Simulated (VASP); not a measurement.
Output of a VASP run:

OUTCAR:
```
 ion  position               nearest neighbor table
   1  0.250  0.250  0.250-   2 2.63   2 2.63   2 2.63   2 2.63
   2  0.000  0.000  0.000-   1 2.63   1 2.63   1 2.63   1 2.63
  LATTYP: Found a face centered cubic cell.
 ALAT       =     6.0699022646
 Subroutine PRICEL returns:
 Original cell was already a primitive cell.
 Subroutine GETGRP returns: Found 24 space group operations
The static configuration has the point symmetry T_d .
The dynamic configuration has the point symmetry T_d .
 Subroutine INISYM returns: Found 24 space group operations
 Subroutine IBZKPT returns following result:
 Found     20 irreducible k-points:

 Following reciprocal coordinates:
            Coordinates               Weight
  0.000000  0.000000  0.000000      1.000000
  0.142857  0.000000  0.000000      8.000000
  0.285714  0.000000  0.000000      8.000000
  0.428571  0.000000  0.000000      8.000000
  0.142857  0.142857  0.000000      6.000000
  0.285714  0.142857  0.000000     24.000000
  0.428571  0.142857  0.000000     24.000000
 -0.428571  0.142857  0.000000     24.000000
 -0.285714  0.142857  0.000000     24.000000
 -0.142857  0.142857  0.000000     12.000000
  0.285714  0.285714  0.000000      6.000000
  0.428571  0.285714  0.000000     24.000000
 -0.428571  0.285714  0.000000     24.000000
 -0.285714  0.285714  0.000000     12.000000
  0.428571  0.428571  0.000000      6.000000
 -0.428571  0.428571  0.000000     12.000000
  0.428571  0.285714  0.142857     24.000000
 -0.428571  0.285714  0.142857     48.000000
 -0.428571  0.428571  0.142857     24.000000
 -0.285714  0.428571  0.142857     24.000000
   k-points           NKPTS =     20   k-points in BZ     NKDIM =     20   number of bands    NBANDS=     13
   number of dos      NEDOS =    301   number of ions     NIONS =      2
   total plane-waves  NPLWV =  21952
   dimension x,y,z NGX =    28 NGY =   28 NGZ =   28
   dimension x,y,z NGXF=    56 NGYF=   56 NGZF=   56
   ions per type =               1   1
   PREC   = accura    normal or accurate (medium, high low for compatibility)
   ISTART =      0    job   : 0-new  1-cont  2-samecut
   ICHARG =      2    charge: 1-file 2-atom 10-const
   ISPIN  =      1    spin polarized calculation?
   LNONCOLLINEAR =      F non collinear calculations
   LSORBIT =      F    spin-orbit coupling
   INIWAV =      1    electr: 0-lowe 1-rand  2-diag
   ENCUT  =  400.0 eV  29.40 Ry    5.42 a.u.   7.00  7.00  7.00*2*pi/ulx,y,z
   NELM   =    100;   NELMIN=  2; NELMDL= -5     # of ELM steps
   EDIFF  = 0.1E-05   stopping-criterion for ELM
   LREAL  =      F    real-space projection
   NLSPLINE    = F    spline interpolate recip. space projectors
   LMAXMIX     =    4 max onsite mixed and CHGCAR
   VOSKOWN=      0    Vosko Wilk Nusair interpolation
   EDIFFG = 0.1E-04   stopping-criterion for IOM
   NSW    =      0    number of steps for IOM
   NBLOCK =      1;   KBLOCK =      1    inner block; outer block
   IBRION =     -1    ionic relax: 0-MD 1-quasi-New 2-CG
   NFREE  =      0    steps in history (QN), initial steepest desc. (CG)
   ISIF   =      2    stress and relaxation
   ISYM   =      2    0-nonsym 1-usesym 2-fastsym
   TEIN   =    0.0    initial temperature
   TEBEG  =    0.0;   TEEND  =   0.0 temperature during run
   SMASS  =  -3.00    Nose mass-parameter (am)
   PSTRESS=    0.0 pullay stress
   NELECT =      18.0000    total number of electrons
   EFERMI =   0.00;   METHOD = LEGACY
   ISMEAR =     0;   SIGMA  =   0.05  broadening in eV -4-tet -1-fermi 0-gaus
   IALGO  =     38    algorithm
   LDIAG  =      T    sub-space diagonalisation (order eigenvalues)
   IMIX   =      4    mixing-type and parameters
     AMIX     =   0.40;   BMIX     =  1.00
     AMIX_MAG =   1.60;   BMIX_MAG =  1.00
     AMIN     =   0.10
   GGA     = PE    functional components
   VOSKOWN =     0    Vosko Wilk Nusair interpolation
   LHFCALC =     F    Hartree Fock is set to
   LHFONE  =     F    Hartree Fock one center treatment
...
```

### OSZICAR
```
       N       E                     dE             d eps       ncg     rms          rms(c)
DAV:   1     0.903015621382E+02    0.90302E+02   -0.64487E+03   520   0.117E+03
DAV:   2     0.323060361894E+00   -0.89979E+02   -0.84684E+02   520   0.241E+02
DAV:   3    -0.558946762144E+01   -0.59125E+01   -0.58124E+01   695   0.698E+01
DAV:   4    -0.576713983909E+01   -0.17767E+00   -0.17757E+00   555   0.119E+01
DAV:   5    -0.577627009260E+01   -0.91303E-02   -0.91298E-02   772   0.304E+00    0.525E+00
DAV:   6    -0.570043065804E+01    0.75839E-01   -0.34421E+00   551   0.525E+01    0.337E+00
DAV:   7    -0.556179121260E+01    0.13864E+00   -0.77546E-01   575   0.312E+01    0.168E+00
DAV:   8    -0.556462656657E+01   -0.28354E-02   -0.47964E-02   762   0.358E+00    0.484E-01
DAV:   9    -0.556178345684E+01    0.28431E-02   -0.13274E-02   659   0.360E+00    0.168E-01
DAV:  10    -0.556196687762E+01   -0.18342E-03   -0.77318E-04   625   0.209E-01    0.548E-02
DAV:  11    -0.556197866690E+01   -0.11789E-04   -0.38530E-04   658   0.611E-01    0.386E-02
DAV:  12    -0.556197473294E+01    0.39340E-05   -0.28956E-05   810   0.115E-01    0.291E-02
DAV:  13    -0.556197206245E+01    0.26705E-05   -0.75432E-06   763   0.791E-02    0.840E-03
DAV:  14    -0.556197238674E+01   -0.32429E-06   -0.48602E-06   713   0.525E-02
   1 F= -.55619724E+01 E0= -.55619724E+01  d E =-.794614E-13
```

**OUTCAR**
```
------------------------ aborting loop because EDIFF is reached ----------------------------------------
  FORCE on cell =-STRESS in cart. coord.  units (eV):
  Direction    XX          YY          ZZ          XY          YZ          ZX
  --------------------------------------------------------------------------------------
  Total       -0.0020374     -0.0020374     -0.0020374     -0.0000000     -0.0000000      0.0000000
  in kB       -0.0583837     -0.0583837     -0.0583837     -0.0000000     -0.0000000      0.0000000
  external PRESSURE =      -0.0583837 kB  Pullay stress =       0.0000000 kB
  volume of cell :       55.91
      direct lattice vectors                 reciprocal lattice vectors
     0.000000000  3.034951132  3.034951132    -0.164747298  0.164747298  0.164747298
     3.034951132  0.000000000  3.034951132     0.164747298 -0.164747298  0.164747298
     3.034951132  3.034951132  0.000000000     0.164747298  0.164747298 -0.164747298
  FREE ENERGIE OF THE ION-ELECTRON SYSTEM (eV)
  ---------------------------------------------------
  free  energy   TOTEN  =        -5.5619723867 eV

  energy  without entropy=       -5.5619723867  energy(sigma->0) =       -5.56197239
```
(Selected blocks of OUTCAR.)

**POSCAR**
```
CuI
1
    0.0000000000     3.0349511323     3.0349511323
    3.0349511323    -0.0000000000     3.0349511323
    3.0349511323     3.0349511323     0.0000000000
Cu I
1 1
Direct
  0.2500000000   0.2500000000   0.2500000000
  1.0000000000   0.0000000000   0.0000000000
```

Problem. Reconstruct the remaining input files.

Solution. This is not unique; one that fits is the input of the run itself, PBE GGA, plane waves, VASP's PBE PAW potentials (set 64).

INCAR:
```
ALGO  =  Normal
EDIFF  =  1E-6
ENCUT  =  400
GGA  =  PE
ISMEAR  =  0
LASPH  =  .TRUE.
LCHARG  =  .TRUE.
LMAXMIX  =  4
LREAL  =  .FALSE.
LWAVE  =  .FALSE.
NELM  =  100
PREC  =  Accurate
SIGMA  =  0.05
SYSTEM  =  CuI
```

File KPOINTS:
```
kpoints
0
Gamma
  7 7 7
```

POTCAR, in this order: Cu I (PBE.64 set). Program: vasp_std.

The structure comes from a measured CuI entry (F-43m) of the Crystallography Open Database, whose conditions weren't checked. It was relaxed first.
